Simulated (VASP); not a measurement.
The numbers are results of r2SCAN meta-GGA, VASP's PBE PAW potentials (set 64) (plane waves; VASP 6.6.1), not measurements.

VASP ran on this input.

KPOINTS:
```
Automatic mesh
0
Gamma
5 5 8
0 0 0
```

**INCAR**
```
IBRION  =  2   ! conjugate gradients
LMIXTAU  =  .TRUE.
ALGO  =  Normal   ! blocked Davidson
LASPH  =  .TRUE.   ! aspherical one-centre terms
LREAL  =  .FALSE.
NELM  =  100
LWAVE  =  .FALSE.
EDIFFG  =  -0.02   ! ionic stop
NSW  =  40   ! most ionic steps
SIGMA  =  0.05
LMAXMIX  =  4   ! l cut-off of mixed one-centre charges
METAGGA  =  R2SCAN
LCHARG  =  .FALSE.
PSTRESS  =  300
PREC  =  Accurate
ENCUT  =  620   ! plane-wave cut-off (eV)
SYSTEM  =  TiO2
ISIF  =  3   ! ions, shape and volume
EDIFF  =  1E-6
ISMEAR  =  0
```

POSCAR:
```
TiO2
1
    4.4709321562     0.0000000000     0.0000000000
    0.0000000000     4.4709321562     0.0000000000
    0.0000000000     0.0000000000     2.9131894955
Ti O
2 4
Direct
  0.0000000000   0.0000000000   0.0000000000
  0.5000000000   0.5000000000   0.5000000000
  0.3025198870   0.3025198870   0.0000000000
  0.8025198870   0.1974801130   0.5000000000
  0.1974801130   0.8025198870   0.5000000000
  0.6974801130   0.6974801130   0.0000000000
```

POTCAR, in this order: Ti_sv O (PBE.64 set). Program: vasp_std.

Energy and stress use the plane-wave basis of the starting cell.

What does the run give for the energy per atom (σ→0), volume per atom, band gap (on the k-mesh)?

| Item | Value |
|---|---|
| energy per atom (σ→0) | -11.547 eV/atom |
| band gap (on the k-mesh) | 2.38 eV |
| volume per atom | 9.43 Å³/atom |

**OSZICAR**
```
...
   6 F= -.58688611E+02 E0= -.58688611E+02  d E =-.177920E-02
       N       E                     dE             d eps       ncg     rms          rms(c)
DAV:   1    -0.692802752977E+02   -0.12015E-02   -0.18693E-02  1700   0.132E+00    0.774E-02
DAV:   2    -0.692802691385E+02    0.61592E-05   -0.74033E-04  1864   0.212E-01    0.463E-02
DAV:   3    -0.692802562447E+02    0.12894E-04   -0.72167E-05  2108   0.913E-02    0.110E-02
DAV:   4    -0.692802473598E+02    0.88849E-05   -0.13097E-05  1852   0.395E-02    0.347E-03
DAV:   5    -0.692802469137E+02    0.44601E-06   -0.37543E-06  1504   0.239E-02
   7 F= -.58688695E+02 E0= -.58688695E+02  d E =-.846323E-04
```

The compound is TiO2 in the rutile structure. This run relaxes it under an external pressure of 30 GPa. Symmetry was kept, so distortions that lower it aren't found.
